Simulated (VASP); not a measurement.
# AlPt: accuracy against cost in the smearing and plane-wave cutoff, part 2 of 4

A convergence test on AlPt: the smearing and plane-wave cutoff. The atoms are off their equilibrium sites, so that forces can be compared too. The series runs use LDA. The atoms of the start are displaced at random from the sites of a Pm-3m cell.

VASP 6.6.1; LDA; plane waves and PAW (Al, Pt).

Still holding for the runs below: This run has no spin polarisation. Its electron count is odd, so without a moment it is a metal by construction. The k-mesh is coarse for a metal.

So far. Step 6 (Smearing: ISMEAR = 0, SIGMA = 0.5): Against the run before the energy at zero width moves by +4.01 meV an atom and the pressure by +0.22 GPa, after 12 cycles in 5.8 s. The entropy term T·S comes to 37.07 meV an atom in size.

### 7. Smearing: ISMEAR = 2, SIGMA = 0.01

File INCAR:

```
SYSTEM = AlPt
PREC = Accurate
ENCUT = 400
EDIFF = 1E-06
NELM = 100
ISMEAR = 2
SIGMA = 0.01
LREAL = .FALSE.
ALGO = Normal
GGA = CA
NBANDS = 12
LASPH = .TRUE.
LORBIT = 11
LWAVE = .FALSE.
LCHARG = .FALSE.
KPAR = 2
ISIF = 2
```

File POSCAR:

```
AlPt
1.0
    3.0915460000      0.0000000000      0.0000000000
    0.0000000000      3.0915460000      0.0000000000
    0.0000000000      0.0000000000      3.0915460000
Al Pt
1 1
Direct
    0.0062850000      0.0196950000     -0.0093260000
    0.4990160000      0.4947180000      0.5038540000
```

File KPOINTS:

```
Automatic mesh
0
Gamma
7 7 7
0 0 0
```

The projector-augmented-wave data sets are Al and Pt (PBE family, release 64).

On the command line:

```sh
$ mpirun -np 2 vasp_std
```

Output:

```text
[... set-up lines as in an earlier step ...]
 entering main loop
       N       E                     dE             d eps       ncg     rms          rms(c)
DAV:   1     0.304299217218E+02    0.30430E+02   -0.48065E+03  4496   0.708E+02
DAV:   2    -0.133622358546E+02   -0.43792E+02   -0.40367E+02  4788   0.154E+02
DAV:   3    -0.142534337820E+02   -0.89120E+00   -0.88748E+00  4908   0.203E+01
DAV:   4    -0.142581997698E+02   -0.47660E-02   -0.47651E-02  4608   0.185E+00
[...]
DAV:   9    -0.135847789421E+02    0.16598E-03   -0.58695E-04  4464   0.182E-01    0.102E-01
DAV:  10    -0.135847552167E+02    0.23725E-04   -0.73978E-05  4940   0.728E-02    0.134E-02
DAV:  11    -0.135847542990E+02    0.91777E-06   -0.42502E-06  4468   0.142E-02
   1 F= -.13584754E+02 E0= -.13584754E+02  d E =-.140937E-05
```

It took 5.6 s on 2 MPI ranks of Intel Xeon 6975P-C (Granite Rapids), shared host; peak memory 0.29 GiB; 10 s of CPU time.

OUTCAR, selected parts (step 7):

```text
  Total       -1.4994128     -1.6001483     -1.5306790      0.0669296     -0.1137212     -0.0467754
  in kB      -81.3026443    -86.7648219    -82.9979889      3.6291211     -6.1663021     -2.5363027
  external PRESSURE =     -83.6884850 kB  Pullay stress =       0.0000000 kB

 POSITION                                       TOTAL-FORCE (eV/Angst)
 -----------------------------------------------------------------------------------
      0.01943      0.06089      3.06271        -0.074856     -0.254684      0.135894
      1.54273      1.52944      1.55769         0.074856      0.254684     -0.135894
 -----------------------------------------------------------------------------------
    total drift:                                0.000245      0.000793     -0.000428

  FREE ENERGIE OF THE ION-ELECTRON SYSTEM (eV)
  ---------------------------------------------------
  free  energy   TOTEN  =       -13.5847542990 eV

  energy  without entropy=      -13.5847528896  energy(sigma->0) =      -13.58475395

[... 2 parts as in an earlier step ...]

[... 1 further part left out ...]
[key lines of the parts left out:]
E-fermi :  10.7989
```

Against the first of the series the energy at zero width moves by +0.01 meV an atom while the pressure stays within 0.01 GPa, after 11 cycles in 5.6 s. The entropy term T·S comes to 0.00 meV an atom in size.

### 8. Smearing: ISMEAR = 2, SIGMA = 0.05

Changes to INCAR since step 7:

```diff
@@ -6,3 +6,3 @@
 ISMEAR = 2
-SIGMA = 0.01
+SIGMA = 0.05
 LREAL = .FALSE.
```

POSCAR is that of step 7.

KPOINTS is that of step 7.

On the command line:

```sh
$ mpirun -np 2 vasp_std
```

Output:

```text
[... set-up lines as in an earlier step ...]
 entering main loop
       N       E                     dE             d eps       ncg     rms          rms(c)
DAV:   1     0.304297968007E+02    0.30430E+02   -0.48065E+03  4496   0.708E+02
DAV:   2    -0.133622182562E+02   -0.43792E+02   -0.40355E+02  4788   0.154E+02
DAV:   3    -0.142536049513E+02   -0.89139E+00   -0.88751E+00  4908   0.203E+01
DAV:   4    -0.142583729206E+02   -0.47680E-02   -0.47675E-02  4608   0.185E+00
[...]
DAV:  10    -0.135848111351E+02    0.23452E-04   -0.78907E-05  4960   0.762E-02    0.135E-02
DAV:  11    -0.135848100770E+02    0.10582E-05   -0.50199E-06  4488   0.156E-02    0.480E-03
DAV:  12    -0.135848099910E+02    0.86001E-07   -0.39528E-07  2384   0.435E-03
   1 F= -.13584810E+02 E0= -.13584823E+02  d E =0.510789E-04
```

Wall time 5.8 s (2 MPI ranks); peak memory 0.28 GiB.

From OUTCAR (step 8):

```text
  Total       -1.5226266     -1.5807153     -1.5361478      0.0488755     -0.0877570     -0.0267840
  in kB      -82.5613644    -85.7111077    -83.2945221      2.6501738     -4.7584459     -1.4523059
  external PRESSURE =     -83.8556647 kB  Pullay stress =       0.0000000 kB

 POSITION                                       TOTAL-FORCE (eV/Angst)
 -----------------------------------------------------------------------------------
      0.01943      0.06089      3.06271        -0.076342     -0.256065      0.137737
      1.54273      1.52944      1.55769         0.076342      0.256065     -0.137737
 -----------------------------------------------------------------------------------
    total drift:                                0.000193      0.000636     -0.000344

  FREE ENERGIE OF THE ION-ELECTRON SYSTEM (eV)
  ---------------------------------------------------
  free  energy   TOTEN  =       -13.5848099910 eV

  energy  without entropy=      -13.5848610699  energy(sigma->0) =      -13.58482276

[... 2 parts as in an earlier step ...]

[... 1 further part left out ...]
[key lines of the parts left out:]
E-fermi :  10.7895
```

Against the run before the energy at zero width moves by -0.03 meV an atom and the pressure by -0.02 GPa, after 12 cycles in 5.8 s. The entropy term T·S comes to 0.03 meV an atom in size.

### 9. Smearing: ISMEAR = 2, SIGMA = 0.1

Changes to INCAR since step 8:

```diff
@@ -6,3 +6,3 @@
 ISMEAR = 2
-SIGMA = 0.05
+SIGMA = 0.1
 LREAL = .FALSE.
```

POSCAR is that of step 8.

KPOINTS is that of step 8.

On the command line:

```sh
$ mpirun -np 2 vasp_std
```

Output:

```text
[... set-up lines as in an earlier step ...]
 entering main loop
       N       E                     dE             d eps       ncg     rms          rms(c)
DAV:   1     0.304298066688E+02    0.30430E+02   -0.48065E+03  4496   0.708E+02
DAV:   2    -0.133623647498E+02   -0.43792E+02   -0.40349E+02  4788   0.154E+02
DAV:   3    -0.142539391296E+02   -0.89157E+00   -0.88767E+00  4908   0.203E+01
DAV:   4    -0.142587076858E+02   -0.47686E-02   -0.47681E-02  4608   0.185E+00
[...]
DAV:  10    -0.135848343049E+02    0.24291E-04   -0.78467E-05  4944   0.757E-02    0.134E-02
DAV:  11    -0.135848332642E+02    0.10408E-05   -0.52396E-06  4488   0.160E-02    0.468E-03
DAV:  12    -0.135848331759E+02    0.88226E-07   -0.42531E-07  2388   0.461E-03
   1 F= -.13584833E+02 E0= -.13584792E+02  d E =-.165342E-03
```

It took 5.8 s on 2 MPI ranks; peak memory 0.28 GiB; 11 s of CPU time.

From OUTCAR (step 9):

```text
  Total       -1.5250419     -1.5769885     -1.5367417      0.0445285     -0.0802608     -0.0240423
  in kB      -82.6923261    -85.5090268    -83.3267246      2.4144677     -4.3519784     -1.3036450
  external PRESSURE =     -83.8426925 kB  Pullay stress =       0.0000000 kB

 POSITION                                       TOTAL-FORCE (eV/Angst)
 -----------------------------------------------------------------------------------
      0.01943      0.06089      3.06271        -0.076741     -0.256740      0.138360
      1.54273      1.52944      1.55769         0.076741      0.256740     -0.138360
 -----------------------------------------------------------------------------------
    total drift:                                0.000183      0.000603     -0.000327

  FREE ENERGIE OF THE ION-ELECTRON SYSTEM (eV)
  ---------------------------------------------------
  free  energy   TOTEN  =       -13.5848331759 eV

  energy  without entropy=      -13.5846678341  energy(sigma->0) =      -13.58479184

[... 2 parts as in an earlier step ...]

[... 1 further part left out ...]
[key lines of the parts left out:]
E-fermi :  10.7687
```

Against the run before the energy at zero width moves by +0.02 meV an atom while the pressure stays within 0.01 GPa, after 12 cycles in 5.8 s. The entropy term T·S comes to 0.08 meV an atom in size.

### 10. Smearing: ISMEAR = 2, SIGMA = 0.2

Changes to INCAR since step 9:

```diff
@@ -6,3 +6,3 @@
 ISMEAR = 2
-SIGMA = 0.1
+SIGMA = 0.2
 LREAL = .FALSE.
```

POSCAR is that of step 9.

KPOINTS is that of step 9.

On the command line:

```sh
$ mpirun -np 2 vasp_std
```

Output:

```text
[... set-up lines as in an earlier step ...]
 entering main loop
       N       E                     dE             d eps       ncg     rms          rms(c)
DAV:   1     0.304306185429E+02    0.30431E+02   -0.48065E+03  4496   0.708E+02
DAV:   2    -0.133627591840E+02   -0.43793E+02   -0.40338E+02  4788   0.154E+02
DAV:   3    -0.142545927320E+02   -0.89183E+00   -0.88804E+00  4908   0.203E+01
DAV:   4    -0.142593618593E+02   -0.47691E-02   -0.47688E-02  4608   0.185E+00
[...]
DAV:   9    -0.135851931024E+02    0.17088E-03   -0.56600E-04  4504   0.178E-01    0.103E-01
DAV:  10    -0.135851685999E+02    0.24503E-04   -0.74855E-05  4908   0.729E-02    0.133E-02
DAV:  11    -0.135851676776E+02    0.92227E-06   -0.44245E-06  4492   0.146E-02
   1 F= -.13585168E+02 E0= -.13584932E+02  d E =-.944688E-03
```

Wall time 5.6 s (2 MPI ranks); peak memory 0.29 GiB; 10 s of CPU time.

Parts of OUTCAR (step 10):

```text
  Total       -1.5269986     -1.5657506     -1.5356323      0.0421809     -0.0761360     -0.0226582
  in kB      -82.7984277    -84.8996757    -83.2665723      2.2871737     -4.1283198     -1.2285961
  external PRESSURE =     -83.6548919 kB  Pullay stress =       0.0000000 kB

 POSITION                                       TOTAL-FORCE (eV/Angst)
 -----------------------------------------------------------------------------------
      0.01943      0.06089      3.06271        -0.076940     -0.257210      0.138690
      1.54273      1.52944      1.55769         0.076940      0.257210     -0.138690
 -----------------------------------------------------------------------------------
    total drift:                                0.000234      0.000786     -0.000419

  FREE ENERGIE OF THE ION-ELECTRON SYSTEM (eV)
  ---------------------------------------------------
  free  energy   TOTEN  =       -13.5851676776 eV

  energy  without entropy=      -13.5842229899  energy(sigma->0) =      -13.58493151

[... 2 parts as in an earlier step ...]

[... 1 further part left out ...]
[key lines of the parts left out:]
E-fermi :  10.7205
```

Against the run before the energy at zero width moves by -0.07 meV an atom and the pressure by +0.02 GPa, after 11 cycles in 5.6 s. The entropy term T·S comes to 0.47 meV an atom in size.

### 11. Smearing: ISMEAR = 2, SIGMA = 0.5

Changes to INCAR since step 10:

```diff
@@ -6,3 +6,3 @@
 ISMEAR = 2
-SIGMA = 0.2
+SIGMA = 0.5
 LREAL = .FALSE.
```

POSCAR is that of step 10.

KPOINTS is that of step 10.

On the command line:

```sh
$ mpirun -np 2 vasp_std
```

Output:

```text
[... set-up lines as in an earlier step ...]
 entering main loop
       N       E                     dE             d eps       ncg     rms          rms(c)
DAV:   1     0.304327175044E+02    0.30433E+02   -0.48065E+03  4496   0.708E+02
DAV:   2    -0.133525181142E+02   -0.43785E+02   -0.40318E+02  4788   0.154E+02
DAV:   3    -0.142445759768E+02   -0.89206E+00   -0.88696E+00  4908   0.203E+01
DAV:   4    -0.142493503656E+02   -0.47744E-02   -0.47740E-02  4608   0.185E+00
[...]
DAV:   9    -0.135837723124E+02    0.16118E-03   -0.56657E-04  4460   0.179E-01    0.104E-01
DAV:  10    -0.135837478667E+02    0.24446E-04   -0.74516E-05  4924   0.727E-02    0.132E-02
DAV:  11    -0.135837469647E+02    0.90195E-06   -0.41901E-06  4484   0.141E-02
   1 F= -.13583747E+02 E0= -.13587670E+02  d E =0.156913E-01
```

Run time: 5.6 s. Hardware: 2 MPI ranks; peak memory 0.28 GiB; 10 s of CPU time.

From OUTCAR (step 11):

```text
  Total       -1.5319852     -1.5618176     -1.5385897      0.0411363     -0.0742953     -0.0220497
  in kB      -83.0688154    -84.6864166    -83.4269324      2.2305342     -4.0285106     -1.1955984
  external PRESSURE =     -83.7273881 kB  Pullay stress =       0.0000000 kB

 POSITION                                       TOTAL-FORCE (eV/Angst)
 -----------------------------------------------------------------------------------
      0.01943      0.06089      3.06271        -0.077047     -0.257518      0.138873
      1.54273      1.52944      1.55769         0.077047      0.257518     -0.138873
 -----------------------------------------------------------------------------------
    total drift:                                0.000235      0.000787     -0.000420

  FREE ENERGIE OF THE ION-ELECTRON SYSTEM (eV)
  ---------------------------------------------------
  free  energy   TOTEN  =       -13.5837469647 eV

  energy  without entropy=      -13.5994383132  energy(sigma->0) =      -13.58766980

[... 2 parts as in an earlier step ...]

[... 1 further part left out ...]
[key lines of the parts left out:]
E-fermi :  10.5764
```

Against the run before the energy at zero width moves by -1.37 meV an atom and the pressure by -0.01 GPa, after 11 cycles in 5.6 s. The entropy term T·S comes to 7.85 meV an atom in size.

### 12. Smearing: ISMEAR = -5

Changes to INCAR since step 11:

```diff
@@ -5,4 +5,4 @@
 NELM = 100
-ISMEAR = 2
-SIGMA = 0.5
+ISMEAR = -5
+SIGMA = 0.05
 LREAL = .FALSE.
```

POSCAR is that of step 11.

KPOINTS is that of step 11.

On the command line:

```sh
$ mpirun -np 2 vasp_std
```

Output:

```text
[... set-up lines as in an earlier step ...]
 entering main loop
       N       E                     dE             d eps       ncg     rms          rms(c)
DAV:   1     0.304453404276E+02    0.30445E+02   -0.48065E+03  4496   0.708E+02
DAV:   2    -0.133662597599E+02   -0.43812E+02   -0.40828E+02  4788   0.154E+02
DAV:   3    -0.142571706806E+02   -0.89091E+00   -0.88622E+00  4908   0.203E+01
DAV:   4    -0.142619479217E+02   -0.47772E-02   -0.47808E-02  4608   0.185E+00
[...]
DAV:  10    -0.135787179135E+02    0.23923E-04   -0.72808E-05  4892   0.718E-02    0.131E-02
DAV:  11    -0.135787144095E+02    0.35040E-05   -0.41797E-06  4504   0.141E-02    0.454E-03
DAV:  12    -0.135787150854E+02   -0.67595E-06   -0.33113E-07  2388   0.401E-03
   1 F= -.13578715E+02 E0= -.13578715E+02  d E =0.000000E+00
 -----------------------------------------------------------------------------
|                                                                             |
|           W    W    AA    RRRRR   N    N  II  N    N   GGGG   !!!           |
|           W    W   A  A   R    R  NN   N  II  NN   N  G    G  !!!           |
|           W    W  A    A  R    R  N N  N  II  N N  N  G       !!!           |
|           W WW W  AAAAAA  RRRRR   N  N N  II  N  N N  G  GGG   !            |
|           WW  WW  A    A  R   R   N   NN  II  N   NN  G    G                |
|           W    W  A    A  R    R  N    N  II  N    N   GGGG   !!!           |
|                                                                             |
|     Tetrahedron method does not include variations of the Fermi             |
|     occupations, so forces and stress will be inaccurate. We suggest        |
|     using a different smearing scheme ISMEAR = 1 or 2 for metals in         |
|     relaxations.                                                            |
|                                                                             |
 -----------------------------------------------------------------------------
```

It took 6 s on 2 MPI ranks; peak memory 0.29 GiB; 11 s of CPU time.

OUTCAR, selected parts (step 12):

```text
  Total       -1.5371645     -1.5770553     -1.5450211      0.0519661     -0.0851002     -0.0321386
  in kB      -83.3496493    -85.5126488    -83.7756580      2.8177573     -4.6143851     -1.7426512
  external PRESSURE =     -84.2126520 kB  Pullay stress =       0.0000000 kB

 POSITION                                       TOTAL-FORCE (eV/Angst)
 -----------------------------------------------------------------------------------
      0.01943      0.06089      3.06271        -0.083680     -0.269453      0.146848
      1.54273      1.52944      1.55769         0.083680      0.269453     -0.146848
 -----------------------------------------------------------------------------------
    total drift:                                0.000184      0.000607     -0.000327

  FREE ENERGIE OF THE ION-ELECTRON SYSTEM (eV)
  ---------------------------------------------------
  free  energy   TOTEN  =       -13.5787150854 eV

  energy  without entropy=      -13.5787150854  energy(sigma->0) =      -13.57871509

[... 2 parts as in an earlier step ...]

[... 1 further part left out ...]
[key lines of the parts left out:]
E-fermi :  10.6036
```

With tetrahedra the forces and stress of a metal are not exact derivatives of the energy.

Against the first of the series the energy at zero width moves by +3.03 meV an atom and the pressure by -0.05 GPa, after 12 cycles in 6 s.

### 13. The smearing series as a table

This step: convergence of LDA results with the smearing; plane waves and PAW (VASP 6.6.1).

This step runs nothing: it gathers the runs above.

One cell and one 7×7×7 mesh. Free energy against width, by row:

```csv
Gaussian width σ (eV),free energy less that at the narrowest width (meV/atom)
0.01,0
0.05,-0.45
0.1,-1.11
0.2,-2.58
0.5,-15.32
```

Differences are taken from the run with ISMEAR = 0, SIGMA = 0.01. Results of the series, by row:

```csv
setting,status,energy less the reference (meV/atom),pressure (GPa),largest force difference (meV/Å),SCF cycles,wall time (s)
"ISMEAR = 0, SIGMA = 0.01",converged,0,-8.369,0,11,5.4
"ISMEAR = 0, SIGMA = 0.05",converged,-0.1855,-8.364,1.348,11,5.4
"ISMEAR = 0, SIGMA = 0.1",converged,-0.4849,-8.364,1.676,11,5.4
"ISMEAR = 0, SIGMA = 0.2",converged,-0.8458,-8.353,1.862,11,5.4
"ISMEAR = 0, SIGMA = 0.5",converged,3.166,-8.128,3.756,12,5.8
"ISMEAR = 2, SIGMA = 0.01",converged,0.01285,-8.369,1.258,11,5.6
"ISMEAR = 2, SIGMA = 0.05",converged,-0.02156,-8.386,0.585,12,5.8
"ISMEAR = 2, SIGMA = 0.1",converged,-0.0061,-8.384,1.208,12,5.8
"ISMEAR = 2, SIGMA = 0.2",converged,-0.07594,-8.365,1.538,11,5.6
"ISMEAR = 2, SIGMA = 0.5",converged,-1.445,-8.373,1.815,11,5.6
ISMEAR = -5,converged,3.032,-8.421,13.75,12,6
```

[end of part 2 of 4]

[Lines on the potential files, build, host, timing and source positions are cut from VASP's logs without a mark.]

[Logs are printed without paths, hosts, clocks, repeated set-up lines and the standing remarks that a program may print on its own settings, such as how far it seeks lower states.]

[Hosts, paths, dates, database ids (printed as entryN), source tags and the programs' standing remarks are cut or masked in the printed files.]

[A measured line is paired with the nearest computed mode of its activity, which favours agreement.]
